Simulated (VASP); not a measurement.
Wanted: the native input for a VASP 6.6.1 run.

- Task: single point
- Functional: LDA
- Potentials or basis: VASP PAW LDA potentials, release 64 (Pd)
- Cutoff: 520 eV
- k mesh: 24 × 24 × 24
- Occupations: gaussian, width 0.15 eV
- Spin: no spin polarisation
- Dipole correction: no
- Further INCAR settings: ALGO = Fast; EDIFF = 1e-06; NBANDS = 11

The structure of Pd lies in POSCAR:

```
Pd
1.0
    0.0000000000      2.0531671217      1.7451920534
    2.0531671217      0.0000000000      1.7451920534
    2.0531671217      2.0531671217      0.0000000000
Pd
1
Direct
    0.0000000000      0.0000000000      0.0000000000
```

This isn't the form of Pd at room conditions, which is fcc.

These files were run (other wordings do the same):

INCAR

```
PREC = Accurate ; ENCUT = 520
EDIFF = 1E-6 ; ISMEAR = 0
SIGMA = 0.15 ; LREAL = F
LASPH = T ; NELM = 100
ALGO = Fast ; ISIF = 2
LWAVE = F ; LCHARG = F
NBANDS = 11
```

KPOINTS

```
Automatic mesh
0
Gamma
  24 24 24
```

Potentials or basis: VASP PAW LDA potentials, release 64 (Pd).

Run with:

```console
$ cat potpaw_LDA.64/Pd/POTCAR > POTCAR
$ mpirun -np 1 vasp_std > vasp.out
```

It gave:

```
Pressure               : -6.9 GPa
Band gap on the k mesh : none (metal or under the smearing width)
```

It took 98 s on 1 thread of Intel(R) Xeon(R) Platinum 8375C CPU @ 2.90GHz (Ice Lake) (shared host), peak memory 0.28 GiB.
